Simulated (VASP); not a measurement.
All values below come from PBEsol GGA, VASP's PBE PAW potentials (set 64) (plane waves; VASP 6.6.1).

VASP ran on this input.

### KPOINTS
```
Automatic
0
Gamma
3 3 3
0.5 0.5 0.5
```

INCAR:
```
SYSTEM = Ca
PREC = Accurate
ENCUT = 180
EDIFF = 1E-6
NELM = 100
ALGO = Normal
LREAL = .FALSE.
LASPH = .TRUE.
ISMEAR = -1
SIGMA = 0.136
GGA = PS
LWAVE = .FALSE.
LCHARG = .FALSE.
ISIF = 3
IBRION = 2
NSW = 50
EDIFFG = -0.01
```

File POSCAR:
```
Ca
1.0
  0.0000000000   2.8162940000   2.8162940000
  2.8162940000   0.0000000000   2.8162940000
  2.8162940000   2.8162940000   0.0000000000
Ca
1
direct
  0.0000000000   0.0000000000   0.0000000000
```

POTCAR, in this order: Ca_sv (PBE.64 set). Program: vasp_std.

What VASP printed:

File OSZICAR:
```
       N       E                     dE             d eps       ncg     rms          rms(c)
DAV:   1     0.186494335891E+02    0.18649E+02   -0.31247E+03   132   0.465E+02
DAV:   2    -0.205704649681E+01   -0.20706E+02   -0.20590E+02   117   0.120E+02
DAV:   3    -0.237212132146E+01   -0.31507E+00   -0.31016E+00   164   0.131E+01
DAV:   4    -0.237679242347E+01   -0.46711E-02   -0.46710E-02   166   0.111E+00
DAV:   5    -0.237679553177E+01   -0.31083E-05   -0.31079E-05   166   0.336E-02    0.326E+00
DAV:   6    -0.235082000972E+01    0.25976E-01   -0.41800E-03   134   0.633E-01    0.191E+00
DAV:   7    -0.235806176890E+01   -0.72418E-02   -0.97022E-03   114   0.884E-01    0.576E-02
DAV:   8    -0.235821317578E+01   -0.15141E-03   -0.10027E-03   150   0.210E-01    0.391E-02
DAV:   9    -0.235824642978E+01   -0.33254E-04   -0.58392E-05   163   0.601E-02    0.145E-02
DAV:  10    -0.235825231458E+01   -0.58848E-05   -0.71304E-06   165   0.265E-02    0.116E-03
DAV:  11    -0.235825297697E+01   -0.66240E-06   -0.74553E-08    68   0.194E-03
   1 F= -.23582530E+01 E0= -.23099413E+01  d E =-.235825E+01
       N       E                     dE             d eps       ncg     rms          rms(c)
DAV:   1    -0.160805041290E+02   -0.13722E+02   -0.35120E+02   108   0.196E+02    0.229E+01
DAV:   2    -0.397717813715E+01    0.12103E+02   -0.25115E+01   108   0.581E+01    0.957E+00
DAV:   3    -0.218763977920E+01    0.17895E+01   -0.11995E+01   156   0.332E+01    0.882E-01
DAV:   4    -0.234318544419E+01   -0.15555E+00   -0.23509E-01   167   0.419E+00    0.434E-01
DAV:   5    -0.246908287382E+01   -0.12590E+00   -0.25343E-01   153   0.134E+00    0.636E-01
DAV:   6    -0.248091280862E+01   -0.11830E-01   -0.32436E-02   160   0.864E-01    0.898E-02
DAV:   7    -0.248196193665E+01   -0.10491E-02   -0.50067E-03   152   0.315E-01    0.397E-02
DAV:   8    -0.248193284983E+01    0.29087E-04   -0.19309E-04   168   0.514E-02    0.196E-02
DAV:   9    -0.248193399747E+01   -0.11476E-05   -0.74631E-06   166   0.175E-02    0.173E-03
DAV:  10    -0.248193412701E+01   -0.12954E-06   -0.14724E-07    60   0.409E-03
   2 F= -.24819341E+01 E0= -.24328623E+01  d E =-.123681E+00
       N       E                     dE             d eps       ncg     rms          rms(c)
DAV:   1    -0.509920439408E+01   -0.26173E+01   -0.82057E+01   108   0.114E+02    0.913E+00
DAV:   2    -0.309378613410E+01    0.20054E+01   -0.84231E+00   124   0.292E+01    0.536E+00
DAV:   3    -0.253523043155E+01    0.55856E+00   -0.45312E+00   132   0.171E+01    0.199E+00
DAV:   4    -0.255661670228E+01   -0.21386E-01   -0.15431E-01   108   0.432E+00    0.866E-01
DAV:   5    -0.260117548715E+01   -0.44559E-01   -0.30689E-01   156   0.282E+00    0.493E-01
DAV:   6    -0.262495842642E+01   -0.23783E-01   -0.36531E-02   164   0.140E+00    0.519E-02
DAV:   7    -0.262495962266E+01   -0.11962E-05   -0.12043E-03   146   0.111E-01    0.158E-02
DAV:   8    -0.262498026030E+01   -0.20638E-04   -0.26664E-05   160   0.332E-02    0.198E-02
DAV:   9    -0.262498196809E+01   -0.17078E-05   -0.20157E-06   124   0.113E-02    0.561E-03
DAV:  10    -0.262498354041E+01   -0.15723E-05   -0.27834E-06   144   0.149E-02    0.190E-03
DAV:  11    -0.262498386574E+01   -0.32532E-06   -0.32795E-08    58   0.159E-03
   3 F= -.26249839E+01 E0= -.25759618E+01  d E =-.266731E+00
       N       E                     dE             d eps       ncg     rms          rms(c)
DAV:   1    -0.262760952099E+01   -0.26260E-02   -0.75075E-02   108   0.324E+00    0.303E-01
DAV:   2    -0.262546508559E+01    0.21444E-02   -0.56433E-03   108   0.861E-01    0.142E-01
DAV:   3    -0.262502039567E+01    0.44469E-03   -0.33632E-03   140   0.508E-01    0.395E-02
DAV:   4    -0.262505107148E+01   -0.30676E-04   -0.86380E-05   119   0.975E-02    0.188E-02
DAV:   5    -0.262511117978E+01   -0.60108E-04   -0.15184E-04   152   0.387E-02    0.100E-02
DAV:   6    -0.262511115057E+01    0.29205E-07   -0.18636E-06   107   0.125E-02
   4 F= -.26251112E+01 E0= -.25760508E+01  d E =-.266858E+00
```

File OUTCAR:
```
------------------------ aborting loop because EDIFF is reached ----------------------------------------
  FORCE on cell =-STRESS in cart. coord.  units (eV):
  Direction    XX          YY          ZZ          XY          YZ          ZX
  --------------------------------------------------------------------------------------
  Total        0.0066994      0.0066994      0.0066994      0.0000000      0.0000000      0.0000000
  in kB        0.3002484      0.3002484      0.3002484      0.0000000      0.0000000      0.0000000
  external PRESSURE =       0.3002484 kB  Pullay stress =       0.0000000 kB
  volume of cell :       35.75
      direct lattice vectors                 reciprocal lattice vectors
     0.000000000  2.614636294  2.614636294    -0.191231186  0.191231186  0.191231186
     2.614636294 -0.000000000  2.614636294     0.191231186 -0.191231186  0.191231186
     2.614636294  2.614636294 -0.000000000     0.191231186  0.191231186 -0.191231186
 POSITION                                       TOTAL-FORCE (eV/Angst)
 -----------------------------------------------------------------------------------
      0.00000      2.61464      2.61464         0.000000      0.000000      0.000000
 -----------------------------------------------------------------------------------
    total drift:                                0.000000      0.000000      0.000000
  FREE ENERGIE OF THE ION-ELECTRON SYSTEM (eV)
  ---------------------------------------------------
  free  energy   TOTEN  =        -2.6251111506 eV

  energy  without entropy=       -2.5269905027  energy(sigma->0) =       -2.57605083

 reached required accuracy - stopping structural energy minimisation
```
(Selected blocks of OUTCAR.)

CONTCAR:
```
Ca
   1.00000000000000
     0.0000000000000000    2.6146362943432617    2.6146362943432617
     2.6146362943432617   -0.0000000000000000    2.6146362943432617
     2.6146362943432617    2.6146362943432617   -0.0000000000000000
  Ca
     1
Direct
     1.0000000000000000    0.0000000000000000    0.0000000000000000
```

At this cut-off the stress carries a Pulay error, which pulls relaxed volumes low.  Energy and stress use the plane-wave basis of the starting cell.

The structure comes from a computed database's Ca entry; how it stands against other phases isn't given here. This run relaxes it. Symmetry was kept, so distortions that lower it aren't found. The k-mesh is coarse (spacing up to 0.69 per Å, 2π included), so the numbers may not be converged in it. The run is one of a series of settings (EDIFFG = -0.01, ENCUT = 180, IBRION = 2, ISIF = 3, NSW = 50, KPOINTS 3×3×3 Γ-centred mesh shifted by (0.5, 0.5, 0.5) against the base run), some of them coarse on purpose.
